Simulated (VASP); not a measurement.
Level of theory: r2SCAN meta-GGA, VASP's PBE PAW potentials (set 64) (plane waves; VASP).

VASP ran on this input.

File POSCAR:
```
ErSi
1.0
  2.0841531758  -5.1532896924   0.0000000000
  2.0841531758   5.1532896924   0.0000000000
  0.0000000000   0.0000000000   3.7828490506
Er Si
2 2
Cart
  2.0841531758   3.7087463569   0.9457122626
  2.0841531758  -3.7087463569   2.8371367880
  2.0841531758   0.7943722317   0.9457122626
  2.0841531758  -0.7943722317   2.8371367880
```

KPOINTS:
```
Automatic mesh
0
Gamma
7 7 7
0 0 0
```

**INCAR**
```
EDIFFG = -0.02   # ionic stop
NELM = 100   # most electronic steps
NSW = 60
LMIXTAU = .TRUE.
IBRION = 2   # conjugate gradients
LREAL = .FALSE.
LCHARG = .FALSE.
ISMEAR = 1
SYSTEM = ErSi
LMAXMIX = 6   # l cut-off of mixed one-centre charges
SIGMA = 0.1   # width (eV)
ENCUT = 400   # plane-wave cut-off (eV)
ISIF = 3
METAGGA = R2SCAN
ALGO = Normal
LWAVE = .FALSE.
EDIFF = 1E-6   # SCF stop (eV)
LASPH = .TRUE.   # aspherical one-centre terms
PREC = Accurate
```

POTCAR, in this order: Er_3 Si (PBE.64 set). Program: vasp_std.

The 4f electrons are frozen in the core of the lanthanide potential, so 4f levels, which can set the real gap, and their magnetism are missing. Energy and stress use the plane-wave basis of the starting cell.

Problem. Predict the energy per atom (σ→0), volume per atom, band gap (on the k-mesh).

Solution. 
The energy per atom (σ→0) is -2144.9 kJ/mol of atoms and the band gap (on the k-mesh) comes out as none (metal, semimetal or under 0.01 eV). The volume per atom is 20.83 Å^3/atom.

**OSZICAR**
```
...
       N       E                     dE             d eps       ncg     rms          rms(c)
DAV:   1    -0.889228218503E+02   -0.39881E-03   -0.22656E-02  3817   0.313E+00    0.108E-01
DAV:   2    -0.889228011137E+02    0.20737E-04   -0.11438E-03  3590   0.271E-01    0.481E-02
DAV:   3    -0.889227777201E+02    0.23394E-04   -0.69658E-05  3852   0.122E-01    0.183E-02
DAV:   4    -0.889227681328E+02    0.95873E-05   -0.22211E-05  3992   0.510E-02    0.832E-03
DAV:   5    -0.889227705510E+02   -0.24182E-05   -0.57341E-06  2667   0.227E-02    0.491E-03
DAV:   6    -0.889227698201E+02    0.73084E-06   -0.11621E-06  1493   0.216E-02
   5 F= -.88922770E+02 E0= -.88922691E+02  d E =-.345790E-03
```

The structure comes from a computed database's ErSi entry (Cmcm); how it stands against other phases isn't given here. This run relaxes it. Symmetry was kept, so distortions that lower it aren't found. The start is the result of an earlier pass.
